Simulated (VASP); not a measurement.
The system is NbVTe4.

```xyz
6
Lattice="0.0000 4.2732 4.2732 4.2732 0.0000 4.2732 4.2732 4.2732 0.0000" Properties=species:S:1:pos:R:3 pbc="T T T"
Nb    4.2732    4.2732    4.2732
V     2.1366    2.1366    2.1366
Te    5.3350    7.4845    5.3350
Te    5.3350    5.3350    7.4845
Te    7.4845    5.3350    5.3350
Te    7.4845    7.4845    7.4845
```

The cell was built by a generator and needn't be a form met in nature.

- Program: VASP 6.6.1
- Task: relaxation of cell and atoms
- Functional: PBE
- Potentials or basis: VASP PAW PBE potentials, release 64 (Nb_sv, V_sv, Te)
- Cutoff: 520 eV
- k mesh: 3 × 3 × 3
- Occupations: gaussian, width 0.15 eV
- Spin: collinear spin, ferromagnetic start
- Starting moments: [0.0, 2.0, 0.0, 0.0, 0.0, 0.0] μB

At the start: pressure 3.4 GPa; volume 26.01 Å³/atom.

**Question.** Where does the relaxation end?

**Answer.** Over 3 steps the energy falls by 19.0 meV/atom and the volume is 27.74 Å³/atom (+6.7 %); space group F-43m (No. 216, to 0.05 Å); moment 1.31 μB per cell.

The path:
```tsv
step	energy change (eV)	largest force (eV/Å)	pressure (GPa)	volume (Å³)
1	0.0000	0.3741	3.40	156.05
2	-0.1090	0.0881	-0.58	168.84
3	-0.1141	0.0231	-0.16	166.47
```

Final structure:
```cif
data_structure
_symmetry_space_group_name_H-M 'P 1'
_symmetry_Int_Tables_number 1
_cell_length_a 6.1747
_cell_length_b 6.1747
_cell_length_c 6.1747
_cell_angle_alpha 60.000
_cell_angle_beta 60.000
_cell_angle_gamma 60.000
_cell_volume 166.47
loop_
_atom_site_label
_atom_site_type_symbol
_atom_site_fract_x
_atom_site_fract_y
_atom_site_fract_z
_atom_site_occupancy
Nb1 Nb 0.50000 0.50000 0.50000 1
V1 V 0.25000 0.25000 0.25000 1
Te1 Te 0.87475 0.37574 0.87475 1
Te2 Te 0.87475 0.87475 0.37574 1
Te3 Te 0.37574 0.87475 0.87475 1
Te4 Te 0.87475 0.87475 0.87475 1
```

Caveat: the k mesh is coarse (spacing up to 0.42 Å⁻¹), so the values aren't converged; the relaxation stopped at a loose force limit of 0.08 eV/Å, so its end isn't a converged minimum.
